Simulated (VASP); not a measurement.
Crystal: Ti8N5O3.

```xyz
16
Lattice="-4.2153 -4.2153 0.0000 0.0000 -4.2153 4.2153 -4.2153 0.0000 4.2153" Properties=species:S:1:pos:R:3 pbc="T T T"
Ti   -2.1077   -2.1077    0.0000
Ti    0.0000    0.0000    0.0000
Ti   -2.1077   -4.2153    2.1077
Ti    0.0000   -2.1077    2.1077
Ti   -4.2153   -2.1077    2.1077
Ti   -2.1077    0.0000    2.1077
Ti   -4.2153   -4.2153    4.2153
Ti   -2.1077   -2.1077    4.2153
O    -4.2153   -4.2153    2.1077
O    -2.1077   -2.1077    2.1077
O    -4.2153   -6.3230    4.2153
N    -2.1077   -4.2153    4.2153
N    -6.3230   -4.2153    4.2153
N    -4.2153   -2.1077    4.2153
N    -6.3230   -6.3230    6.3230
N    -4.2153   -4.2153    6.3230
```

The cell was built by a generator and needn't be a form met in nature.

| Property | Result |
| --- | --- |
| Program | VASP 6.6.1 |
| Task | relaxation of cell and atoms |
| Functional | PBEsol |
| Potentials or basis | VASP PAW PBE potentials, release 64 (Ti_sv, O, N) |
| Cutoff | 600 eV |
| k mesh | 9 × 9 × 8 |
| Occupations | methfessel-paxton, width 0.1 eV |
| Spin | no spin polarisation |

At the start: pressure -0.6 GPa; volume 9.36 Å³/atom.

Q: Where does the relaxation end?

A: Over 14 steps the energy falls by 55.5 meV/atom and the volume is 9.45 Å³/atom (+0.9 %); space group R-3m (No. 166, to 0.05 Å).

Step by step:
```csv
step,energy change (eV),largest force (eV/Å),pressure (GPa),volume (Å³)
1,0.0000,1.7511,-0.64,149.81
2,-0.7206,0.9303,2.31,148.99
3,-0.7623,1.0510,6.69,148.33
4,-0.8410,0.2176,4.27,148.66
5,-0.8430,0.1439,4.53,148.62
6,-0.8178,0.2596,-5.52,154.71
7,-0.8834,0.1530,-0.09,151.26
8,-0.8871,0.0302,-0.14,151.24
9,-0.8873,0.0300,-0.16,151.24
10,-0.8873,0.0181,0.28,151.03
11,-0.8874,0.0107,0.09,151.14
12,-0.8874,0.0111,0.06,151.14
13,-0.8874,0.0111,0.05,151.14
14,-0.8875,0.0055,0.01,151.19
```

Final structure:
```yaml
crystal:
  lattice:
    - [-4.22363, -4.22363, 0.00000]
    - [0.00000, -4.22363, 4.22363]
    - [-4.23292, 0.00929, 4.23292]
  atoms:
    - { symbol: Ti, position: [0.50077, 0.00077, 0.98006] }
    - { symbol: Ti, position: [0.01841, 0.00077, 0.98006] }
    - { symbol: Ti, position: [0.50077, 0.51841, 0.98006] }
    - { symbol: Ti, position: [0.00825, 0.50825, 0.97525] }
    - { symbol: Ti, position: [0.49175, 0.99175, 0.52475] }
    - { symbol: Ti, position: [0.99923, 0.98159, 0.51994] }
    - { symbol: Ti, position: [0.48159, 0.49923, 0.51994] }
    - { symbol: Ti, position: [0.99923, 0.49923, 0.51994] }
    - { symbol: O, position: [0.75000, 0.25000, 0.25000] }
    - { symbol: O, position: [0.25000, 0.25000, 0.25000] }
    - { symbol: O, position: [0.75000, 0.75000, 0.25000] }
    - { symbol: N, position: [0.25000, 0.75000, 0.25000] }
    - { symbol: N, position: [0.75000, 0.25000, 0.75000] }
    - { symbol: N, position: [0.25000, 0.25000, 0.75000] }
    - { symbol: N, position: [0.75000, 0.75000, 0.75000] }
    - { symbol: N, position: [0.25000, 0.75000, 0.75000] }
```

Caveat: the PAW data sets were made with another functional, which shifts forces and pressure a little; an odd number of electrons without spin polarisation forces a metal; a magnetic or distorted state may lie lower.
